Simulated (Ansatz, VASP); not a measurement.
# Nb3B4: VASP beside Ansatz

One calculation is typed for both programs; each brings its own data sets and cutoff. How far apart do they land?

Calculated with Ansatz 0.2.0; plane waves, with VASP 6.6.1 beside it; relaxation of cell and atoms at PBEsol.

## 1. Starting point

The structure is orthorhombic, space group Immm (No. 71). The conventional cell has a = 3.141 Å, b = 3.290 Å, c = 14.080 Å, α = 90.00°, β = 90.00°, γ = 90.00°. Nearest to Nb lie 12 B at 2.45 to 2.49 Å. Nearest to Nb lie 7 B at 2.37 to 2.57 Å. Nearest to B lie 2 B at 1.84 Å and 7 Nb at 2.39 to 2.57 Å. Nearest to B lie 3 B at 1.81 to 1.84 Å and 6 Nb at 2.37 to 2.45 Å. Farther neighbours are not listed.

Coordinates:

```xyz
7
Lattice="-1.5704 1.6448 7.0400 1.5704 -1.6448 7.0400 1.5704 1.6448 -7.0400" Properties=species:S:1:pos:R:3 pbc="T T T"
Nb    1.5704    0.0000    0.0000
Nb    0.0000    0.0000   11.4720
Nb    0.0000    0.0000    2.6080
B     0.0000    0.0000    8.9058
B     0.0000    0.0000    5.1743
B     0.0000    1.6448    0.9049
B     1.5704    0.0000    6.1351
```

## 2. VASP: relaxation of cell and atoms, PBEsol

The relaxed volume is the usual yardstick between codes: its relative difference is about their pressure difference at one cell divided by the bulk modulus.

Lines of VASP's logs that name or quote its potential files are left out, and so is its time.

INCAR

```
SYSTEM = Nb3B4
PREC = Accurate
ENCUT = 420
EDIFF = 1E-06
NELM = 120
ISMEAR = 0
SIGMA = 0.05
LREAL = .FALSE.
ALGO = Normal
GGA = PS
NBANDS = 29
LASPH = .TRUE.
LORBIT = 11
LWAVE = .FALSE.
LCHARG = .FALSE.
KPAR = 8
IBRION = 2
NSW = 30
ISIF = 3
EDIFFG = -0.02
POTIM = 0.4
```

POSCAR

```
Nb3B4
1.0
   -1.5704016578      1.6448005173      7.0400340583
    1.5704016578     -1.6448005173      7.0400340583
    1.5704016578      1.6448005173     -7.0400340583
Nb B
3 4
Direct
    0.0000000000      0.5000000000      0.5000000000
    0.8147708050      0.8147708050      0.0000000000
    0.1852291950      0.1852291950      0.0000000000
    0.6325119746      0.6325119746      0.0000000000
    0.3674880254      0.3674880254      0.0000000000
    0.5642702664      0.0642702664      0.5000000000
    0.4357297336      0.9357297336      0.5000000000
```

KPOINTS

```
Automatic mesh
0
Gamma
8 8 8
0 0 0
```

The projector-augmented-wave data sets are Nb_pv and B (PBE family, release 64).

On the command line:

```bash
$ mpirun -np 8 vasp_std
```

Numbers of over 12 decimals in the logs are rounded to 6 here.

Log:

```text
[banner, memory and clock lines left out]
running    8 mpi-ranks, on    1 nodes
 distrk:  each k-point on    1 cores,    8 groups
 distr:  one band on    1 cores,    1 groups

 POSCAR found type information on POSCAR NbB
 POSCAR found :  2 types and       7 ions
|                                                                             |
|           W    W    AA    RRRRR   N    N  II  N    N   GGGG   !!!           |
|           W    W   A  A   R    R  NN   N  II  NN   N  G    G  !!!           |
|           W    W  A    A  R    R  N N  N  II  N N  N  G       !!!           |
|           W WW W  AAAAAA  RRRRR   N  N N  II  N  N N  G  GGG   !            |
|           WW  WW  A    A  R   R   N   NN  II  N   NN  G    G                |
|           W    W  A    A  R    R  N    N  II  N    N   GGGG   !!!           |
|                                                                             |
|     For optimal performance we recommend to set                             |
|       NCORE = 2 up to number-of-cores-per-socket                            |
|     NCORE specifies how many cores store one orbital (NPAR=cpu/NCORE).      |
|     This setting can greatly improve the performance of VASP for DFT.       |
|     The default, NCORE=1 might be grossly inefficient on modern             |
|     multi-core architectures or massively parallel machines. Do your        |
|     Unfortunately you need to use the default for GW and RPA                |
|     calculations (for HF NCORE is supported but not extensively tested      |
|     yet).                                                                   |
|                                                                             |

|                                                                             |
|               ----> ADVICE to this user running VASP <----                  |
|                                                                             |
|     You enforced a specific xc type in the INCAR file but a different       |
|     [... a line on the potential file left out ...]
|     I HOPE YOU KNOW WHAT YOU ARE DOING!                                     |
|                                                                             |

 LDA part: xc-table for (Slater+PW92), standard interpolation
 POSCAR, INCAR and KPOINTS ok, starting setup
 FFT: planning ... GRIDC
 FFT: planning ... GRID_SOFT
 FFT: planning ... GRID
 WAVECAR not read
 entering main loop
       N       E                     dE             d eps       ncg     rms          rms(c)
DAV:   1     0.454402180714E+03    0.45440E+03   -0.19090E+04  5582   0.140E+03
DAV:   2    -0.286678300055E+02   -0.48307E+03   -0.47043E+03  5661   0.648E+02
DAV:   3    -0.720851865814E+02   -0.43417E+02   -0.41486E+02  9386   0.150E+02
DAV:   4    -0.737225249318E+02   -0.16373E+01   -0.15885E+01  9332   0.290E+01
DAV:   5    -0.737512254437E+02   -0.28701E-01   -0.28146E-01  9364   0.361E+00    0.494E+01
DAV:   6    -0.665044004124E+02    0.72468E+01   -0.34587E+01  9039   0.416E+01    0.162E+01
DAV:   7    -0.663898789298E+02    0.11452E+00   -0.16962E+00  8892   0.104E+01    0.740E+00
DAV:   8    -0.663770364631E+02    0.12842E-01   -0.55944E-01  8736   0.769E+00    0.273E+00
DAV:   9    -0.663357097895E+02    0.41327E-01   -0.16346E-01  8796   0.523E+00    0.883E-01
DAV:  10    -0.663350422712E+02    0.66752E-03   -0.18779E-02  8940   0.128E+00    0.208E-01
DAV:  11    -0.663349431023E+02    0.99169E-04   -0.18494E-03  8503   0.465E-01    0.991E-02
DAV:  12    -0.663349091189E+02    0.33983E-04   -0.25034E-04  9084   0.164E-01    0.262E-02
DAV:  13    -0.663349051578E+02    0.39611E-05   -0.22397E-05  8628   0.460E-02    0.127E-02
DAV:  14    -0.663349048171E+02    0.34073E-06   -0.10404E-06  4276   0.116E-02
   1 F= -.66334905E+02 E0= -.66332787E+02  d E =-.663349E+02
 curvature:   0.00 expect dE= 0.000E+00 dE for cont linesearch  0.000E+00
 trial: gam= 0.00000 g(F)=  0.469E-04 g(S)=  0.714E-04 ort = 0.000E+00 (trialstep = 0.100E+01)
 search vector abs. value=  0.118E-03
 reached required accuracy - stopping structural energy minimisation
```

Parts of OUTCAR (step 2):

```text
ion  position               nearest neighbor table
   1  0.000  0.500  0.500-   6 2.45   6 2.45   6 2.45   7 2.45   6 2.45   7 2.45   7 2.45   7 2.45
                             5 2.49   4 2.49   4 2.49   5 2.49   2 3.04   2 3.04   3 3.04   3 3.04
   2  0.815  0.815  0.000-   7 2.37   7 2.37   5 2.39   5 2.39   5 2.39   5 2.39   4 2.57   3 2.92
                             3 2.92   3 2.92   3 2.92   1 3.04   1 3.04
   3  0.185  0.185  0.000-   6 2.37   6 2.37   4 2.39   4 2.39   4 2.39   4 2.39   5 2.57   2 2.92
                             2 2.92   2 2.92   2 2.92   1 3.04   1 3.04
   4  0.633  0.633  0.000-   6 1.84   6 1.84   3 2.39   3 2.39   3 2.39   3 2.39   1 2.49   1 2.49
                             2 2.57
   5  0.367  0.367  0.000-   7 1.84   7 1.84   2 2.39   2 2.39   2 2.39   2 2.39   1 2.49   1 2.49
                             3 2.57
   6  0.564  0.064  0.500-   7 1.81   4 1.84   4 1.84   3 2.37   3 2.37   1 2.45   1 2.45   1 2.45
                             1 2.45
   7  0.436  0.936  0.500-   6 1.81   5 1.84   5 1.84   2 2.37   2 2.37   1 2.45   1 2.45   1 2.45
                             1 2.45

  LATTYP: Found a body centered orthorhombic cell.
 ALAT       =     3.1408033156
 B/A-ratio  =     1.0473756883
 C/A-ratio  =     4.4829512395

 Subroutine GETGRP returns: Found  8 space group operations
 (whereof  8 operations were pure point group operations)

The static configuration has the point symmetry D_2h.

 Found     95 irreducible k-points:

   k-points           NKPTS =     95   k-points in BZ     NKDIM =     95   number of bands    NBANDS=     29

   dimension x,y,z NGX =    50 NGY =   50 NGZ =   50
   dimension x,y,z NGXF=   100 NGYF=  100 NGZF=  100

   ENCUT  =  420.0 eV  30.87 Ry    5.56 a.u.  12.36 12.36 12.36*2*pi/ulx,y,z

   NELECT =      45.0000    total number of electrons

 k-points in reciprocal lattice and weights: Automatic mesh
   0.00000000  0.00000000  0.00000000       0.002
   0.12500000 -0.00000000  0.00000000       0.008
   0.25000000 -0.00000000  0.00000000       0.008
   0.37500000 -0.00000000  0.00000000       0.008
   0.50000000 -0.00000000  0.00000000       0.004
   0.00000000  0.12500000  0.00000000       0.008
   0.12500000  0.12500000  0.00000000       0.016
   0.25000000  0.12500000  0.00000000       0.016
   0.37500000  0.12500000  0.00000000       0.016
[...]
-0.37500000 -0.37500000  0.37500000       0.004
   0.50000000  0.50000000  0.50000000       0.002

 average (electrostatic) potential at core
       1 -33.6233       2 -33.0562       3 -33.0562       4 -25.4745       5 -25.4745
       6 -25.7506       7 -25.7506

 E-fermi :   7.3838

 k-point     1 :       0.0000    0.0000    0.0000
  band No.  band energies     occupation
    ...
     17       3.7089      2.00000
     18       3.8199      2.00000
     19       4.1672      2.00000
     20       4.4997      2.00000
     21       5.1255      2.00000
     22       7.6883      0.00000
     23       7.9645      0.00000
     24       8.2394      0.00000
     25       8.6993      0.00000
     26       9.4620      0.00000
    ...

 k-point     2 :       0.1250   -0.0000    0.0000
  band No.  band energies     occupation
    ...
     18       3.8146      2.00000
     19       4.1245      2.00000
     20       4.4662      2.00000
     21       5.8534      2.00000
     22       7.3658      1.38831
     23       7.4543      0.04615
     24       7.9412      0.00000
     25       8.4874      0.00000
     26       9.1751      0.00000
     27       9.4587      0.00000
    ...

 k-point     3 :       0.2500   -0.0000    0.0000
  band No.  band energies     occupation
    ...
     20       4.7381      2.00000
     21       6.5269      2.00000
     22       6.5790      2.00000
     23       6.9856      2.00000
     24       7.1577      2.00000
     25       8.4027      0.00000
     26       9.0847      0.00000
     27       9.1422      0.00000
     28      10.0126      0.00000
     29      10.2390      0.00000

  Total        0.0631813      0.0861636     -0.0390973      0.0000000      0.0000000      0.0000000
  in kB        1.3916826      1.8979100     -0.8611890      0.0000000      0.0000000      0.0000000
  external PRESSURE =       0.8094679 kB  Pullay stress =       0.0000000 kB

  energy-cutoff  :      420.00
  volume of cell :       72.74
      direct lattice vectors                 reciprocal lattice vectors
    -1.570401658  1.644800517  7.040034058     0.000000000  0.303988231  0.071022384
     1.570401658 -1.644800517  7.040034058     0.318389883  0.000000000  0.071022384
     1.570401658  1.644800517 -7.040034058     0.318389883  0.303988231  0.000000000

 POSITION                                       TOTAL-FORCE (eV/Angst)
 -----------------------------------------------------------------------------------
      1.57040      0.00000      0.00000         0.000000      0.000000     -0.000000
      0.00000      0.00000     11.47203         0.000000     -0.000000      0.018319
      0.00000      0.00000      2.60804        -0.000000     -0.000000     -0.018319
      0.00000      0.00000      8.90581         0.000000      0.000000     -0.012381
      0.00000      0.00000      5.17426         0.000000      0.000000      0.012381
      0.00000      1.64480      0.90493         0.000000     -0.000000      0.010925
      1.57040     -0.00000      6.13510        -0.000000      0.000000     -0.010925
 -----------------------------------------------------------------------------------
    total drift:                               -0.000000      0.000000     -0.000000

  FREE ENERGIE OF THE ION-ELECTRON SYSTEM (eV)
  ---------------------------------------------------
  free  energy   TOTEN  =       -66.3349048171 eV

  energy  without entropy=      -66.3306692720  energy(sigma->0) =      -66.33278704

 reached required accuracy - stopping structural energy minimisation

 total charge
# of ion       s       p       d       tot
------------------------------------------
    1        0.340   6.456   3.209  10.004
    2        0.375   6.470   3.180  10.024
    3        0.375   6.470   3.180  10.024
    4        0.672   1.199   0.000   1.871
    5        0.672   1.199   0.000   1.871
    6        0.666   1.261   0.000   1.928
    7        0.666   1.261   0.000   1.928
--------------------------------------------------
tot          3.766  24.317   9.569  37.652

[... 3 further parts left out ...]
```

CONTCAR:

```
Nb3B4
   1.00000000000000
    -1.5704016578000000    1.6448005173000000    7.0400340582999998
     1.5704016578000000   -1.6448005173000000    7.0400340582999998
     1.5704016578000000    1.6448005173000000   -7.0400340582999998
  Nb              B
     3     4
Direct
     0.0000000000000000    0.5000000000000000    0.5000000000000000
     0.8147708050000020    0.8147708050000020    0.0000000000000000
     0.1852291949999980    0.1852291949999980    0.0000000000000000
     0.6325119745999999    0.6325119745999999    0.0000000000000000
     0.3674880254000001    0.3674880254000001    0.0000000000000000
     0.5642702664000012    0.0642702664000012    0.5000000000000000
     0.4357297335999988    0.9357297335999988    0.5000000000000000
```

The run keeps the 8 symmetry operations of its start, so it cannot find a distortion of lower symmetry.

[end of part 1 of 2]

[Lines on the potential files, build, host, timing and source positions are cut from VASP's logs without a mark.]

[Logs are printed without paths, hosts, clocks, repeated set-up lines and the standing remarks that a program may print on its own settings, such as how far it seeks lower states.]

[Hosts, paths, dates, database ids (printed as entryN), source tags and the programs' standing remarks are cut or masked in the printed files.]
